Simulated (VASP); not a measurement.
# VSe2 with rev-vdW-DF2 + U: from relaxation to properties

How well does rev-vdW-DF2 + U reproduce what experiment finds for VSe2? The cell is relaxed first, and properties follow on it. The steps: full relaxation (rev-vdW-DF2 + U), second relaxation, density, ELF and potential (rev-vdW-DF2 + U), bands along the symmetry lines (rev-vdW-DF2 + U), density of states (rev-vdW-DF2 + U), zone-centre phonons (rev-vdW-DF2 + U) and independent-particle dielectric function (rev-vdW-DF2 + U). The start is a cell from a database of measured crystal structures.

Program: VASP 6.6.1. Level of theory: rev-vdW-DF2, DFT+U (V d 4 eV), spin-polarised from a ferromagnetic start (one magnetic atom a cell); plane waves and PAW (V_sv, Se), in the first sound run; inputs show where later runs differ. Results are calculated unless marked as measured.

The experiments to compare with:

“Electronic transport and specific heat of 1T- VSe2” (2008, arxiv:0808.1332) reports for VSe2, 1T trigonal, by powder X-ray diffraction (polycrystalline powder made with excess Se): lattice constant a (a, Rietveld refinement) 3.356 Å [measurement temperature not stated; presumably room temperature, above the CDW transition]; lattice constant c (c, Rietveld refinement) 6.104 Å [measurement temperature not stated; presumably room temperature, above the CDW transition].

For VSe2, 1T trigonal (single crystal grown by chemical vapour transport, 300 K), “Two Phonon Interactions and Charge Density Wave in Single Crystalline VSe2 Probed by Raman Spectroscopy” (2019, arxiv:1912.05802) gives, by micro-Raman, 532 nm: Raman mode (A1g, undistorted phase) about 206 cm⁻¹ [slight V self-intercalation].

The database entry behind the starting cell differs from later determinations by our own check (c about 0.5 % long), so it need not match the best structure at ambient conditions.

### Step 1. Set-up

Before any relaxation, the start is as follows. The structure is trigonal, space group P-3m1 (No. 164). Conventional cell: a = 3.355 Å, b = 3.355 Å, c = 6.134 Å, α = 90.00°, β = 90.00°, γ = 120.00°. Nearest to V lie 6 Se at 2.47 Å. Nearest to Se lie 3 V at 2.47 Å. Farther neighbours and most contacts between anions are not listed.

Coordinates:

```cif
data_structure
_symmetry_space_group_name_H-M 'P-3m1'
_symmetry_Int_Tables_number 164
_cell_length_a 3.3550
_cell_length_b 3.3550
_cell_length_c 6.1340
_cell_angle_alpha 90.000
_cell_angle_beta 90.000
_cell_angle_gamma 120.000
_cell_volume 59.79
loop_
_atom_site_label
_atom_site_type_symbol
_atom_site_symmetry_multiplicity
_atom_site_Wyckoff_symbol
_atom_site_fract_x
_atom_site_fract_y
_atom_site_fract_z
_atom_site_occupancy
V1 V 1 a 0.00000 0.00000 0.00000 1
Se1 Se 2 d 0.33333 0.66667 0.25000 1
```

### Step 2. Full relaxation (rev-vdW-DF2 + U)

The start need not lie at this functional's minimum. ISIF = 3 frees volume, shape and positions, and EDIFFG sets the threshold on forces and stress at which the search stops. rev-vdW-DF2 revises the exchange of vdW-DF2 for solids. LUSE_VDW switches on a nonlocal correlation term for dispersion. A Hubbard U penalises fractional filling of the localised shell, which semilocal functionals favour.

INCAR

```
SYSTEM = VSe2
PREC = Accurate
ENCUT = 400
EDIFF = 1E-06
NELM = 100
ISMEAR = 0
SIGMA = 0.05
LREAL = .FALSE.
ALGO = Normal
GGA = MK
AGGAC = 0
LUSE_VDW = .TRUE.
PARAM1 = 0.1234
PARAM2 = 0.711357
ZAB_VDW = -1.8867
LASPH = .TRUE.
NBANDS = 20
ISPIN = 2
MAGMOM = 2 0 0
LDAU = .TRUE.
LDAUTYPE = 2
LDAUL = 2 -1
LDAUU = 4 0
LDAUJ = 0 0
LDAUPRINT = 1
LMAXMIX = 4
LORBIT = 11
LWAVE = .FALSE.
LCHARG = .FALSE.
KPAR = 2
IBRION = 2
NSW = 60
ISIF = 3
EDIFFG = -0.01
```

POSCAR

```
VSe2
1.0
    3.3550000000      0.0000000000      0.0000000000
   -1.6775000000      2.9055152297      0.0000000000
    0.0000000000      0.0000000000      6.1340000000
V Se
1 2
Direct
    0.0000000000      0.0000000000      0.0000000000
    0.3333333333      0.6666666667      0.2500000000
    0.6666666667      0.3333333333      0.7500000000
```

KPOINTS

```
Automatic mesh
0
Gamma
9 9 5
0 0 0
```

PAW data sets: V_sv and Se (PBE family, release 64).

The run is started by

```console
$ mpirun -np 2 vasp_std
```

Output:

```text
[banner, memory and clock lines left out]
running    2 mpi-ranks, on    1 nodes
 distrk:  each k-point on    1 cores,    2 groups
 distr:  one band on    1 cores,    1 groups

 POSCAR found type information on POSCAR V Se
 POSCAR found :  2 types and       3 ions
|                                                                             |
|               ----> ADVICE to this user running VASP <----                  |
|                                                                             |
|     You have switched on vdW-DFT.                                           |
|     This routine was written and supplied by Jiri Klimes. We recommend      |
|     that you carefully read and cite the following publications:            |
|       J. Klimes, D.R. Bowler, A. Michelides                                 |
|          J. Phys.: Cond Matt. 22 022201 (2010)                              |
|       J. Klimes, D.R. Bowler, A. Michelides                                 |
|          Phys. Rev. B. 83, 195131 (2011)                                    |
|     and references therein.                                                 |
|                                                                             |

|                                                                             |
|               ----> ADVICE to this user running VASP <----                  |
|                                                                             |
|     You enforced a specific xc type in the INCAR file but a different       |
|     [... a line on the potential file left out ...]
|     I HOPE YOU KNOW WHAT YOU ARE DOING!                                     |
|                                                                             |

 LDA part: xc-table for (Slater+PW92), standard interpolation
 POSCAR, INCAR and KPOINTS ok, starting setup
 FFT: planning ... GRIDC
 FFT: planning ... GRID_SOFT
 FFT: planning ... GRID
 WAVECAR not read
 entering main loop
       N       E                     dE             d eps       ncg     rms          rms(c)
DAV:   1     0.177207443088E+03    0.17721E+03   -0.10506E+04  4200   0.969E+02
DAV:   2    -0.248157795848E+01   -0.17969E+03   -0.17420E+03  4388   0.291E+02
DAV:   3    -0.116140534235E+02   -0.91325E+01   -0.90401E+01  4732   0.638E+01
DAV:   4    -0.117134283821E+02   -0.99375E-01   -0.99317E-01  4496   0.710E+00
DAV:   5    -0.117142106178E+02   -0.78224E-03   -0.78217E-03  4720   0.668E-01    0.212E+01
DAV:   6    -0.134649817166E+02   -0.17508E+01   -0.67614E+01  4180   0.511E+01    0.239E+01
DAV:   7    -0.933550106791E+01    0.41295E+01   -0.63070E+01  4628   0.523E+01    0.859E+00
DAV:   8    -0.886068474075E+01    0.47482E+00   -0.29212E+00  4444   0.106E+01    0.338E+00
DAV:   9    -0.886646955215E+01   -0.57848E-02   -0.65359E-01  4524   0.420E+00    0.161E+00
DAV:  10    -0.888926620087E+01   -0.22797E-01   -0.98138E-02  4484   0.163E+00    0.971E-01
DAV:  11    -0.890799272622E+01   -0.18727E-01   -0.11461E-01  4560   0.181E+00    0.636E-01
DAV:  12    -0.891872029381E+01   -0.10728E-01   -0.44748E-02  4444   0.837E-01    0.498E-01
DAV:  13    -0.892467124727E+01   -0.59510E-02   -0.29317E-02  4768   0.712E-01    0.326E-01
DAV:  14    -0.892832769393E+01   -0.36564E-02   -0.21582E-02  4668   0.623E-01    0.170E-01
DAV:  15    -0.892917059006E+01   -0.84290E-03   -0.20133E-03  4656   0.242E-01    0.811E-02
DAV:  16    -0.892945467544E+01   -0.28409E-03   -0.32312E-03  4644   0.245E-01    0.586E-02
DAV:  17    -0.892957139885E+01   -0.11672E-03   -0.22996E-04  4472   0.120E-01    0.201E-02
DAV:  18    -0.892957920696E+01   -0.78081E-05   -0.42956E-05  4420   0.285E-02    0.117E-02
DAV:  19    -0.892957881007E+01    0.39689E-06   -0.16296E-05  3912   0.153E-02    0.427E-03
DAV:  20    -0.892957946972E+01   -0.65966E-06   -0.12880E-06  2472   0.624E-03
   1 F= -.89295795E+01 E0= -.89291596E+01  d E =-.892958E+01  mag=     1.0637
 curvature:   0.00 expect dE= 0.000E+00 dE for cont linesearch  0.000E+00
 trial: gam= 0.00000 g(F)=  0.355E-01 g(S)=  0.377E+00 ort = 0.000E+00 (trialstep = 0.100E+01)
 search vector abs. value=  0.413E+00
 bond charge predicted
       N       E                     dE             d eps       ncg     rms          rms(c)
DAV:   1    -0.170179545823E+02   -0.80884E+01   -0.11712E+02  4004   0.110E+02    0.323E+01
DAV:   2    -0.334143971515E+02   -0.16396E+02   -0.43494E+02  5128   0.162E+02    0.298E+01
DAV:   3    -0.143525072268E+02    0.19062E+02   -0.29547E+01  4968   0.445E+01    0.142E+01
DAV:   4    -0.926678319801E+01    0.50857E+01   -0.13239E+01  4508   0.208E+01    0.629E+00
DAV:   5    -0.897194532646E+01    0.29484E+00   -0.23102E+00  4840   0.778E+00    0.261E+00
DAV:   6    -0.897334018892E+01   -0.13949E-02   -0.11750E-01  4308   0.254E+00    0.153E+00
DAV:   7    -0.897212986716E+01    0.12103E-02   -0.40388E-02  4488   0.137E+00    0.724E-01
DAV:   8    -0.896886853432E+01    0.32613E-02   -0.64285E-02  4508   0.165E+00    0.446E-01
DAV:   9    -0.896927728172E+01   -0.40875E-03   -0.43679E-03  4484   0.518E-01    0.265E-01
DAV:  10    -0.897008534767E+01   -0.80807E-03   -0.14042E-02  4424   0.784E-01    0.308E-01
DAV:  11    -0.896933247341E+01    0.75287E-03   -0.36238E-03  4268   0.453E-01    0.786E-02
DAV:  12    -0.896938264390E+01   -0.50170E-04   -0.16274E-04  4396   0.583E-02    0.674E-02
DAV:  13    -0.896939444689E+01   -0.11803E-04   -0.16526E-04  4692   0.638E-02    0.391E-02
DAV:  14    -0.896941954362E+01   -0.25097E-04   -0.32131E-04  4704   0.766E-02    0.114E-02
DAV:  15    -0.896942652782E+01   -0.69842E-05   -0.32413E-05  4308   0.271E-02    0.169E-02
DAV:  16    -0.896942593846E+01    0.58936E-06   -0.47494E-05  4676   0.343E-02    0.436E-03
DAV:  17    -0.896942532196E+01    0.61650E-06   -0.12104E-05  4216   0.153E-02    0.211E-03
DAV:  18    -0.896942558296E+01   -0.26100E-06   -0.41262E-07  2128   0.402E-03
   2 F= -.89694256E+01 E0= -.89688818E+01  d E =-.398461E-01  mag=     1.0861
[... from here on, the cycles between the ionic steps are left out ...]
   3 F= -.90359943E+01 E0= -.90355034E+01  d E =-.106415E+00  mag=     1.0821
   4 F= -.90548951E+01 E0= -.90545998E+01  d E =-.189008E-01  mag=     1.0500
   5 F= -.90602286E+01 E0= -.90599185E+01  d E =-.242343E-01  mag=     1.0494
   6 F= -.90602808E+01 E0= -.90599583E+01  d E =-.242865E-01  mag=     1.0494
   7 F= -.90602756E+01 E0= -.90599464E+01  d E =-.242813E-01  mag=     1.0494
   8 F= -.90604474E+01 E0= -.90601051E+01  d E =-.171761E-03  mag=     1.0494
   9 F= -.90605481E+01 E0= -.90601860E+01  d E =-.272429E-03  mag=     1.0493
  10 F= -.90606255E+01 E0= -.90602585E+01  d E =-.774454E-04  mag=     1.0493
  11 F= -.90608403E+01 E0= -.90604588E+01  d E =-.292196E-03  mag=     1.0493
  12 F= -.90611855E+01 E0= -.90607809E+01  d E =-.637468E-03  mag=     1.0492
  13 F= -.90615012E+01 E0= -.90610735E+01  d E =-.953162E-03  mag=     1.0492
 curvature:  -5.22 expect dE=-0.389E-03 dE for cont linesearch -0.422E-06
 trial: gam= 0.39945 g(F)=  0.269E-04 g(S)=  0.477E-04 ort = 0.138E-04 (trialstep = 0.655E+00)
 search vector abs. value=  0.464E-03
 bond charge predicted
       N       E                     dE             d eps       ncg     rms          rms(c)
DAV:   1    -0.906166926099E+01   -0.16858E-03   -0.12463E-02  4000   0.911E-01    0.109E-01
DAV:   2    -0.906183789817E+01   -0.16864E-03   -0.42157E-03  4536   0.450E-01    0.179E-01
DAV:   3    -0.906153969685E+01    0.29820E-03   -0.16253E-03  4432   0.294E-01    0.311E-02
DAV:   4    -0.906153193726E+01    0.77596E-05   -0.65576E-05  4304   0.521E-02    0.118E-02
DAV:   5    -0.906153259951E+01   -0.66224E-06   -0.63292E-06  4404   0.147E-02
  14 F= -.90615326E+01 E0= -.90611023E+01  d E =-.313789E-04  mag=     1.0493
 trial-energy change:   -0.000031  1 .order   -0.000026   -0.000053   -0.000000
 step:   0.6565(harm=  0.6573)  dis= 0.00194  next Energy=    -9.061533 (dE=-0.314E-04)
 reached required accuracy - stopping structural energy minimisation
```

The job ended after 6.3 min (2 MPI ranks of AMD EPYC 9R45, shared host; peak memory 0.74 GiB).

Lines that name or quote the potential files are left out of all logs, and their timing lines are given in words.

Parts of OUTCAR (step 2):

```text
ion  position               nearest neighbor table
   1  0.000  0.000  0.000-   2 2.47   3 2.47   3 2.47   2 2.47   3 2.47   2 2.47
   2  0.333  0.667  0.250-   1 2.47   1 2.47   1 2.47
   3  0.667  0.333  0.750-   1 2.47   1 2.47   1 2.47

  LATTYP: Found a hexagonal cell.
 ALAT       =     3.3550000000
 C/A-ratio  =     1.8283159463

 Subroutine GETGRP returns: Found 12 space group operations
 (whereof 12 operations were pure point group operations)

The static configuration has the point symmetry D_3d.

 Found     50 irreducible k-points:

   k-points           NKPTS =     50   k-points in BZ     NKDIM =     50   number of bands    NBANDS=     20

   dimension x,y,z NGX =    24 NGY =   24 NGZ =   40
   dimension x,y,z NGXF=    48 NGYF=   48 NGZF=   80

   ENCUT  =  400.0 eV  29.40 Ry    5.42 a.u.   5.47  5.47 10.00*2*pi/ulx,y,z

   NELECT =      25.0000    total number of electrons

 k-points in reciprocal lattice and weights: Automatic mesh
   0.00000000  0.00000000  0.00000000       0.002
   0.11111111  0.00000000  0.00000000       0.015
   0.22222222 -0.00000000  0.00000000       0.015
   0.33333333  0.00000000  0.00000000       0.015
   0.44444444 -0.00000000  0.00000000       0.015
   0.11111111  0.11111111  0.00000000       0.015
   0.22222222  0.11111111  0.00000000       0.030
   0.33333333  0.11111111  0.00000000       0.030
   0.44444444  0.11111111  0.00000000       0.015
[...]
-0.22222222 -0.44444444  0.40000000       0.030
   0.33333333  0.33333333  0.40000000       0.010

atom =   1  type =  1  l = 2

 onsite density matrix

spin component  1

  0.2686  0.0000 -0.0000 -0.0904 -0.0000
  0.0000  0.3704 -0.0000  0.0000 -0.0904
 -0.0000 -0.0000  0.8639  0.0000  0.0000
 -0.0904  0.0000  0.0000  0.3704  0.0000
 -0.0000 -0.0904  0.0000  0.0000  0.2686

spin component  2

  0.1493 -0.0000 -0.0000 -0.0990 -0.0000
 -0.0000  0.2032 -0.0000  0.0000 -0.0990
 -0.0000 -0.0000  0.0461 -0.0000  0.0000
 -0.0990  0.0000 -0.0000  0.2032 -0.0000
 -0.0000 -0.0990  0.0000 -0.0000  0.1493

 occupancies and eigenvectors

  o =  0.0461  v =  0.0000  0.0000  0.0000  0.0000  0.0000 -0.0000  0.0000 -1.0000 -0.0000  0.0000      0.0000  0.0000  0.0000  0.0000  0.0000  0.0000  0.0000  0.0000  0.0000  0.0000
  o =  0.0736  v =  0.0000  0.0000  0.0000  0.0000  0.0000  0.7945  0.0002  0.0000  0.6072  0.0002      0.0000  0.0000  0.0000  0.0000  0.0000  0.0000  0.0000  0.0000  0.0000  0.0000
  o =  0.0736  v =  0.0000  0.0000  0.0000  0.0000  0.0000  0.0002 -0.6072 -0.0000  0.0002 -0.7945      0.0000  0.0000  0.0000  0.0000  0.0000  0.0000  0.0000  0.0000  0.0000  0.0000
  o =  0.2158  v = -0.8633  0.0000 -0.0000 -0.5046 -0.0000  0.0000  0.0000  0.0000  0.0000  0.0000      0.0000  0.0000  0.0000  0.0000  0.0000  0.0000  0.0000  0.0000  0.0000  0.0000
  o =  0.2158  v =  0.0000 -0.5046  0.0000  0.0000 -0.8633  0.0000  0.0000  0.0000  0.0000  0.0000      0.0000  0.0000  0.0000  0.0000  0.0000  0.0000  0.0000  0.0000  0.0000  0.0000
  o =  0.2788  v =  0.0000  0.0000  0.0000  0.0000  0.0000 -0.6072  0.0001 -0.0000  0.7945 -0.0000      0.0000  0.0000  0.0000  0.0000  0.0000  0.0000  0.0000  0.0000  0.0000  0.0000
  o =  0.2788  v =  0.0000  0.0000  0.0000  0.0000  0.0000 -0.0000 -0.7945  0.0000  0.0001  0.6072      0.0000  0.0000  0.0000  0.0000  0.0000  0.0000  0.0000  0.0000  0.0000  0.0000
  o =  0.4232  v = -0.5046  0.0000  0.0000  0.8633  0.0000  0.0000  0.0000  0.0000  0.0000  0.0000      0.0000  0.0000  0.0000  0.0000  0.0000  0.0000  0.0000  0.0000  0.0000  0.0000
  o =  0.4232  v =  0.0000 -0.8633 -0.0000 -0.0000  0.5046  0.0000  0.0000  0.0000  0.0000  0.0000      0.0000  0.0000  0.0000  0.0000  0.0000  0.0000  0.0000  0.0000  0.0000  0.0000
  o =  0.8639  v =  0.0000 -0.0000  1.0000 -0.0000  0.0000  0.0000  0.0000  0.0000  0.0000  0.0000      0.0000  0.0000  0.0000  0.0000  0.0000  0.0000  0.0000  0.0000  0.0000  0.0000

 average (electrostatic) potential at core
       1 -76.8689       2 -53.3708       3 -53.3708

 E-fermi :   4.7897

 spin component 1
 k-point     1 :       0.0000    0.0000    0.0000
  band No.  band energies     occupation
    ...
      8       1.8627      1.00000
      9       1.8627      1.00000
     10       2.6403      1.00000
     11       4.4548      1.00000
     12       4.4548      1.00000
     13       4.8967      0.00125
     14       5.2292      0.00000
     15       5.2292      0.00000
     16       7.2590      0.00000
     17       7.2590      0.00000
    ...

 k-point     2 :       0.1111    0.0000    0.0000
  band No.  band energies     occupation
    ...
      8       1.6363      1.00000
      9       1.9035      1.00000
     10       2.5746      1.00000
     11       3.8139      1.00000
     12       4.1069      1.00000
     13       4.8122      0.26298
     14       5.0438      0.00000
     15       5.4166      0.00000
     16       6.8454      0.00000
     17       7.1952      0.00000
    ...

 k-point     3 :       0.2222   -0.0000    0.0000
  band No.  band energies     occupation
    ...
      9       1.8639      1.00000
     10       1.9900      1.00000
     11       2.9565      1.00000
     12       3.6199      1.00000
     13       4.0907      1.00000
     14       4.9712      0.00000
     15       5.4108      0.00000
     16       6.7643      0.00000
     17       7.2211      0.00000
     18      11.4347      0.00000
    ...

 k-point     4 :       0.3333    0.0000    0.0000
  band No.  band energies     occupation
    ...
      9       0.9826      1.00000
     10       2.0345      1.00000
     11       2.6992      1.00000
     12       3.1420      1.00000
     13       3.3242      1.00000
     14       4.9625      0.00000
     15       5.1667      0.00000
     16       6.8599      0.00000
     17       7.3805      0.00000
     18      10.9305      0.00000
    ...

 k-point     5 :       0.4444   -0.0000    0.0000
  band No.  band energies     occupation
    ...
      9       1.1005      1.00000
     10       2.0160      1.00000
     11       2.0624      1.00000
     12       2.8517      1.00000
     13       3.2374      1.00000
     14       4.9345      0.00002
     15       4.9797      0.00000
     16       6.6916      0.00000
     17       7.4934      0.00000
     18      10.7747      0.00000
    ...

 k-point     6 :       0.1111    0.1111    0.0000
  band No.  band energies     occupation
    ...
      9       1.9148      1.00000
     10       2.2340      1.00000
     11       3.2663      1.00000
     12       3.3699      1.00000
     13       4.3944      1.00000
     14       5.0264      0.00000
     15       5.5671      0.00000
     16       6.7724      0.00000
     17       6.9706      0.00000
     18      11.8879      0.00000
    ...

Total vdW correction in eV:      3.8293630

  Total        0.0137703      0.0137703      0.0181172      0.0000000     -0.0000000      0.0000000
  in kB        0.3439464      0.3439464      0.4525220      0.0000000     -0.0000000      0.0000000
  external PRESSURE =       0.3801383 kB  Pullay stress =       0.0000000 kB

  energy-cutoff  :      400.00
  volume of cell :       64.14
      direct lattice vectors                 reciprocal lattice vectors
     3.515145405  0.000000000  0.000000000     0.284483253  0.164246483  0.000000000
    -1.757572702  3.044205219 -0.000000000     0.000000000  0.328492966  0.000000000
     0.000000000 -0.000000000  5.994382666     0.000000000  0.000000000  0.166822850

 POSITION                                       TOTAL-FORCE (eV/Angst)
 -----------------------------------------------------------------------------------
      3.51515     -0.00000      5.99438        -0.000000      0.000000      0.000000
     -0.00000      2.02947      1.51868        -0.000000     -0.000000      0.001641
      1.75757      1.01474      4.47570         0.000000      0.000000     -0.001641
 -----------------------------------------------------------------------------------
    total drift:                                0.000000      0.000000     -0.000000

  FREE ENERGIE OF THE ION-ELECTRON SYSTEM (eV)
  ---------------------------------------------------
  free  energy   TOTEN  =        -9.0615325995 eV

  energy  without entropy=       -9.0606720931  energy(sigma->0) =       -9.06110235

Total vdW correction in eV:      3.8293278

 reached required accuracy - stopping structural energy minimisation

 total charge
# of ion       s       p       d       tot
------------------------------------------
    1        2.245   6.203   2.870  11.317
    2        1.480   2.337   0.037   3.854
    3        1.480   2.337   0.037   3.854
--------------------------------------------------
tot          5.205  10.876   2.944  19.025

 magnetization (x)
# of ion       s       p       d       tot
------------------------------------------
    1        0.018   0.007   1.386   1.411
    2       -0.004  -0.168   0.004  -0.168
    3       -0.004  -0.168   0.004  -0.168
--------------------------------------------------
tot          0.010  -0.329   1.394   1.076

[... 6 further parts left out ...]
```

CONTCAR:

```
VSe2
   1.00000000000000
     3.5151454048960074    0.0000000000000000    0.0000000000000000
    -1.7575727024480037    3.0442052186397541   -0.0000000000000000
     0.0000000000000000   -0.0000000000000000    5.9943826662644994
  V               Se
     1     2
Direct
     1.0000000000000000    0.0000000000000000    1.0000000000000000
     0.3333333332999970    0.6666666667000030    0.2533507727974611
     0.6666666667000030    0.3333333332999970    0.7466492272025388
```

The cell holds one magnetic atom, so no antiferromagnetic order fits into it. The k-mesh is coarse for a metal. The PAW data sets were made with PBE, which is usual practice but a small mismatch for other functionals. The run keeps the 12 symmetry operations of its start, so it cannot find a distortion of lower symmetry.

[end of part 1 of 7]

[Lines on the potential files, build, host, timing and source positions are cut from VASP's logs without a mark.]

[Logs are printed without paths, hosts, clocks, repeated set-up lines and the standing remarks that a program may print on its own settings, such as how far it seeks lower states.]

[Hosts, paths, dates, database ids (printed as entryN), source tags and the programs' standing remarks are cut or masked in the printed files.]

[Measured values are set beside computed ones only where the two were judged alike; some that the calculation misses by far are left out.]

[In band tables of VASP the shares of atoms and orbitals are scaled to a sum of 1 inside the atoms' spheres.]
